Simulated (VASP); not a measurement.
Data:

```
Tm
1.0
    1.80540    -3.12704     0.00000
    1.80540     3.12704     0.00000
    0.00000     0.00000     5.66100
Tm
2
Direct
  0.33333   0.66667   0.25000
  0.66667   0.33333   0.75000
```

All values below come from PBE GGA, VASP's PBE PAW potentials (set 64) (plane waves; VASP 6.6.1). Settings: 400 eV cut-off, 5×5×3 Monkhorst-Pack mesh, first-order Methfessel-Paxton smearing of 0.10 eV, potentials Tm_3.

The 4f electrons are frozen in the core of the lanthanide potential, so 4f levels, which can set the real gap, and their magnetism are missing. Gaps are read on the run's mesh, which can miss a band edge.

Task: Estimate the energy per atom (σ→0), pressure, band gap (on the k-mesh) with the smallest direct gap where there is one.

Result: 
The band gap (on the k-mesh) is none (metal, semimetal or under 0.01 eV) and the energy per atom (σ→0) comes out as -4.439 eV/atom. The pressure comes out as -1.92 GPa.

Only differences to runs with the same potentials and settings are physical.

The compound is Tm in the hcp structure. The cell was not relaxed at this level. The k-mesh is coarse (spacing up to 0.40 per Å, 2π included), so the numbers may not be converged in it. The run is one of a series of settings (KPOINTS 5×5×3 Monkhorst-Pack mesh against the base run), some of them coarse on purpose.
